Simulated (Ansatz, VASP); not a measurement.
**LiB2C2 in VASP and in Ansatz**

```
Li B C
1.0
     2.71464    0.00000    0.00000
    -1.35732    2.35095    0.00000
     0.00000    0.00000    7.11805
Li B C
1 2 2
Direct
  0.00000 0.00000 0.50000
  0.33333 0.66667 0.74981
  0.66667 0.33333 0.25019
  0.33333 0.66667 0.31822
  0.66667 0.33333 0.74178
```

The cell comes from a database or a generator and needn't be the stable form of this composition.

Alike in both runs: task single point; functional PBE; k mesh 7 × 7 × 3; occupations fermi-dirac, width 0.1 eV; no spin polarisation.

```csv
,VASP,Ansatz
version,VASP 6.6.1,Ansatz 0.2.0
potentials or method,"VASP PAW PBE potentials, release 64 (Li_sv, B, C)","plane waves, PAW"
plane-wave cutoff (eV),520,420
valence electrons in the cell,17,17
```

```tsv
	VASP	Ansatz	Ansatz less VASP
gap on the k mesh at the Fermi level (eV)	none	none	-
rms of the force components (eV/Å)	1.738	1.738	+0.0004
```

Atom by atom the forces differ by 0.007 eV/Å (rms over components). A gap of «none» marks a metal or a gap that the smearing closes.

Caveats: the k mesh is coarse (spacing up to 0.38 Å⁻¹), so the values aren't converged; forces of over 1 eV/Å show positions far from the minimum, so gaps and moduli don't describe the material at rest.
